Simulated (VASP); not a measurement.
# MnGa4 with optB86b-vdW: from relaxation to properties, part 2 of 2

Wanted: the relaxed cell of MnGa4 and its properties. The start is a computed cell from the Materials Project.

VASP 6.6.1, plane waves and PAW; the level of theory is named at each step.

Still holding for the runs below: The magnetic order is the lowest of the few collinear ones that converged above; longer or canted patterns were not tried. The cell is doubled for it, so bands and modes from the zone boundary of the chemical cell fold onto Γ and the labels are those of the larger cell.

So far. Step 8 (Band structure (optB86b-vdW)): There is no gap at this level. Step 9 (Density of states (optB86b-vdW)): The finer mesh and the other smearing move the Fermi level by +0.04 eV from the 7×7×7 run, a small shift, which tests the Fermi level alone. Of the states within 0.3 eV of the Fermi level, the largest shares in the PAW spheres are Mn d 40 % and Ga p 25 %. The rest lies in smaller channels or between the spheres. The relaxed cell has a = 5.544 Å (conventional setting).

## (10) Vibrations at Γ (optB86b-vdW)

Zone-centre modes test whether the atoms sit at a minimum within this cell. IBRION = 6 takes the force constants from differences of forces between displaced cells, so the forces must be tight.

Contents of INCAR:

```
SYSTEM = MnGa4
PREC = Accurate
ENCUT = 400
EDIFF = 1E-08
NELM = 100
ISMEAR = 1
SIGMA = 0.2
LREAL = .FALSE.
ALGO = Normal
GGA = MK
AGGAC = 0
LUSE_VDW = .TRUE.
PARAM1 = 0.1234
PARAM2 = 1
LASPH = .TRUE.
NBANDS = 85
ISPIN = 2
MAGMOM = 1.055 -1.055 0 0 0 0 0 0 0 0
LMAXMIX = 4
LORBIT = 11
LWAVE = .FALSE.
LCHARG = .FALSE.
KPAR = 8
IBRION = 6
NFREE = 2
POTIM = 0.015
ISIF = 2
NSW = 1
```

Contents of POSCAR:

```
MnGa4
1.0
   -5.5437287800      5.5437287800      5.5437287800
    0.0000000000      0.0000000000      5.5437287800
    0.0000000000      5.5437287800      0.0000000000
Mn Ga
2 8
Direct
    0.0000000000      0.0000000000      0.0000000000
    0.5000000000      0.0000000000      0.0000000000
    0.7500000000      0.0000000000      0.5000000000
    0.2500000000      0.0000000000      0.5000000000
    0.7500000000      0.5000000000      0.0000000000
    0.2500000000      0.5000000000      0.0000000000
    0.2500000000      0.0000000000      0.0000000000
    0.7500000000      0.0000000000      0.0000000000
    0.7500000000      0.5000000000      0.5000000000
    0.2500000000      0.5000000000      0.5000000000
```

Contents of KPOINTS:

```
Automatic mesh
0
Gamma
8 8 8
0 0 0
```

Potentials, in the order of the species: Mn_pv and Ga_d (PBE family, release 64).

Command:

```
> mpirun -np 8 vasp_std
```

The job ended after 20 min (8 MPI ranks of AMD EPYC 9R45, shared host; peak memory 25 GiB; 2.6 h of CPU time).

The last energy, forces, stress and levels in OUTCAR belong to the last displaced cell, not to the cell of POSCAR.

This step gave:

```
bands                     : 85
irreducible k-points      : 35
pressure of the cell      : 0.003943 GPa
largest force of the cell : 0 eV/Å
```

Modes at Γ, with each element's share of the kinetic energy:

| mode | frequency (cm⁻¹) | Mn % | Ga % |
| --- | --- | --- | --- |
| 1 | -0.2 | 16 | 84 |
| 2 | -0.2 | 16 | 84 |
| 3 | -0.2 | 16 | 84 |
| 4 | 45.0 | 0 | 100 |
| 5 | 45.0 | 0 | 100 |
| 6 | 45.0 | 0 | 100 |
| 7 | 50.9 | 0 | 100 |
| 8 | 50.9 | 0 | 100 |
| 9 | 119.6 | 0 | 100 |
| 10 | 119.6 | 0 | 100 |
| 11 | 119.6 | 0 | 100 |
| 12 | 153.9 | 0 | 100 |
| 13 | 153.9 | 0 | 100 |
| 14 | 153.9 | 0 | 100 |
| 15 | 176.8 | 25 | 75 |
| 16 | 176.8 | 25 | 75 |
| 17 | 176.8 | 25 | 75 |
| 18 | 184.2 | 0 | 100 |
| 19 | 184.2 | 0 | 100 |
| 20 | 201.0 | 0 | 100 |
| 21 | 229.0 | 0 | 100 |
| 22 | 229.0 | 0 | 100 |
| 23 | 229.0 | 0 | 100 |
| 24 | 282.7 | 0 | 100 |
| 25 | 291.2 | 100 | 0 |
| 26 | 291.2 | 100 | 0 |
| 27 | 291.2 | 100 | 0 |
| 28 | 341.5 | 59 | 41 |
| 29 | 341.5 | 59 | 41 |
| 30 | 341.5 | 59 | 41 |

Displacements in mode 5 (45.0 cm⁻¹), the largest set to 1:
```
Mn1  0.00  0.00  0.00
Mn2  0.00  0.00  0.00
Ga3  0.81 -0.25  0.57
Ga4 -0.81  0.25 -0.57
Ga5 -0.81 -1.00 -0.19
Ga6  0.81  1.00  0.19
Ga7  0.43  0.25  0.19
Ga8 -0.43 -0.25 -0.19
Ga9  0.43 -1.00  0.57
Ga10-0.43  1.00 -0.57
```

Displacements in mode 12 (153.9 cm⁻¹), the largest set to 1:
```
Mn1  0.00  0.00  0.00
Mn2  0.00  0.00  0.00
Ga3 -0.83 -0.10 -0.93
Ga4 -0.83 -0.10 -0.93
Ga5  0.83  1.00  0.17
Ga6  0.83  1.00  0.17
Ga7 -0.07  0.10 -0.17
Ga8 -0.07  0.10 -0.17
Ga9  0.07 -1.00  0.93
Ga10 0.07 -1.00  0.93
```

The three acoustic modes lie within 0.2 cm⁻¹ of zero, and all others are real.

## (11) Electric field gradients (optB86b-vdW)

Field gradients probe how far the charge around each nucleus departs from cubic symmetry; LASPH keeps the non-spherical terms inside the spheres.

INCAR, as its differences from that of step 10:

```diff
@@ -3,3 +3,3 @@
 ENCUT = 400
-EDIFF = 1E-08
+EDIFF = 1E-07
 NELM = 100
@@ -23,6 +23,2 @@
 KPAR = 8
-IBRION = 6
-NFREE = 2
-POTIM = 0.015
-ISIF = 2
-NSW = 1
+LEFG = .TRUE.
```

POSCAR is that of step 10.

Contents of KPOINTS:

```
Automatic mesh
0
Gamma
7 7 7
0 0 0
```

Command:

```
> mpirun -np 8 vasp_std
```

The job ended after 2.3 min (8 MPI ranks; peak memory 7.4 GiB; 18 min of CPU time).

Numbers from this step:

```
SCF cycles           : 18
irreducible k-points : 20
free energy (TOTEN)  : -10.36 eV
Fermi energy         : 6.156 eV
pressure             : -0.004924 GPa
```

Electric field gradients, by row:

| atom | Vxx (V/Å²) | Vyy (V/Å²) | Vzz (V/Å²) | asymmetry |
| --- | --- | --- | --- | --- |
| Mn1 | 0.019 | 0.007 | -0.026 | - |
| Mn2 | 0.019 | 0.007 | -0.026 | - |
| Ga3 | 76.22 | 76.2 | -152.4 | 0 |
| Ga4 | 76.22 | 76.2 | -152.4 | 0 |
| Ga5 | 76.22 | 76.2 | -152.4 | 0 |
| Ga6 | 76.22 | 76.2 | -152.4 | 0 |
| Ga7 | 76.22 | 76.21 | -152.4 | 0 |
| Ga8 | 76.22 | 76.21 | -152.4 | 0 |
| Ga9 | 76.21 | 76.2 | -152.4 | 0 |
| Ga10 | 76.21 | 76.2 | -152.4 | 0 |

The largest gradient, -152.43 V/Å², sits on Ga7 and like sites; times the quadrupole moment of a nucleus that has one, it gives the coupling that NMR and NQR see.

## (12) Total energy, forces and stress (optB86b-vdW), changed input

This run is made with a changed input; what comes of it follows.

INCAR, as its differences from that of step 11:

```diff
@@ -2,5 +2,4 @@
 PREC = Accurate
-ENCUT = 400
-EDIFF = 1E-07
-NELM = 100
+EDIFF = 1E-06
+NELM = 58
 ISMEAR = 1
@@ -23,2 +22,3 @@
 KPAR = 8
-LEFG = .TRUE.
+ISIF = 2
+ENCUTT = 520
```

POSCAR is that of step 11.

KPOINTS is that of step 11.

Command:

```
> mpirun -np 8 vasp_std
```

Wall time 71 s (8 MPI ranks); peak memory 4.9 GiB.

The run converged, but on settings that are not sound, so its numbers are not to be trusted.

Against the sound run on this cell (magnetic order: antiferromagnetic, q = (1/2, 1/2, 1/2)) the energy at zero smearing moves by +1.2 meV an atom and the pressure by -0.86 GPa.

The fault in the input: misspelt tag (ENCUTT = 520). VASP ignores tags that it doesn't know, so the default applied; correct the spelling.

## (13) Results

```
relaxed volume                            : 17.04 Å³/atom
relaxed conventional cell a, b, c         : 5.544, 5.544, 5.544 Å
space group after relaxing, within 0.02 Å : Im-3m (No. 229)
moment of the cell (10×10×10 mesh)        : 0 μB
largest site moment (10×10×10 mesh)       : 1.08 μB on Mn1
band gap                                  : none, a metal
DOS at the Fermi level, cell of 10 atoms  : 3.34 states/eV/cell
highest zone-centre mode                  : 342 cm⁻¹
largest field gradient Vzz                : -152.43 V/Å² on Ga7
```

**Reading.** With optB86b-vdW, MnGa4 relaxes to 17.04 Å³/atom in space group Im-3m, comes out as a metal and keeps moments of up to 1.08 μB (10×10×10 mesh). Band structure (optB86b-vdW): Of the bands kept, 3 cross the Fermi level on this path. Vibrations at Γ (optB86b-vdW): The highest mode in this list at Γ, 341.5 cm⁻¹, has its largest share on Mn (59 % of the kinetic energy). Spin-orbit coupling is left out; it would split some degenerate bands. Only a few collinear orders were tried, on the cell as listed. Modes at Γ alone can't show that the crystal is stable at other wave vectors. No search among competing phases was made, and a listed structure need not be the one stable at ambient conditions. All values are for a static lattice at zero temperature.

Calculation against experiment:

| quantity | measured | optB86b-vdW |
| --- | --- | --- |
| moment of Mn (spin part, within the PAW sphere) (μB) | 0.8 | 1.08 (+35.4 %) |

Measured values from arxiv:1802.03256 (2018).

Verdict: The moment of Mn is off by +35.4 %.

[Lines on the potential files, build, host, timing and source positions are cut from VASP's logs without a mark.]

[Logs are printed without paths, hosts, clocks, repeated set-up lines and the standing remarks that a program may print on its own settings, such as how far it seeks lower states.]

[Hosts, paths, dates, database ids (printed as entryN), source tags and the programs' standing remarks are cut or masked in the printed files.]

[A measured line is paired with the nearest computed mode of its activity, which favours agreement.]
